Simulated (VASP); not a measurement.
An input for Ansatz (written as the equivalent of a VASP run, and not itself run):

Ansatz 0.2 input:
```yaml
crystal:
  lattice:
    - [0.0000000, 2.3090300, 2.3090300]
    - [2.3090300, 0.0000000, 2.3090300]
    - [2.3090300, 2.3090300, 0.0000000]
  atoms:
    - { symbol: Ti, position: [0.0000000, 1.0000000, 0.0000000] }
    - { symbol: O, position: [0.2500000, 0.2500000, 0.2500000] }
kpoints:
  mp_grid: { grid: [12, 12, 12] }
hamiltonian:
  xc: r2scan
  pseudopotentials: { kind: paw }
scf:
  occupations: { method: methfessel_paxton, width: 0.1 }
  max_iter: 100
relax:
  max_steps: 60
  f_tol: 0.01
  cell: {}
output: { forces: true, stress: true, eigenvalues: true }
```

Task: Write the VASP files for the same calculation (r2SCAN).

Result: One answer among several that fit: 
### INCAR
```
ALGO=Normal
EDIFF=1E-6
EDIFFG=-0.01
ENCUT=520
IBRION=2
ISIF=3
ISMEAR=1
LASPH=.TRUE.
LCHARG=.FALSE.
LMAXMIX=4
LMIXTAU=.TRUE.
LREAL=.FALSE.
LWAVE=.FALSE.
METAGGA=R2SCAN
NELM=100
NSW=60
PREC=Accurate
SIGMA=0.1
SYSTEM=TiO
```

### KPOINTS
```
Automatic mesh
0
Gamma
12 12 12
0 0 0
```

**POSCAR**
```
TiO
1
   -0.0000000000     2.3090299829     2.3090299829
    2.3090299829     0.0000000000     2.3090299829
    2.3090299829     2.3090299829     0.0000000000
Ti O
1 1
Direct
  0.0000000000   1.0000000000   0.0000000000
  0.2500000000   0.2500000000   0.2500000000
```

POTCAR, in this order: Ti_sv O (PBE.64 set). Program: vasp_std.

Limits of the translation: each code has its own PAW files, so the cut-off isn't converted (ENCUT is set for VASP's; basis.ecutwfc is left out, and Ansatz then takes the one that its files recommend); Ansatz stops its SCF on the density residual and VASP on the energy change (EDIFF).

The structure was generated: TiO was put into the zinc blende type (F-43m), which need not be its known phase. It was relaxed first, which changed the volume by -31 %. The start is the result of an earlier pass.
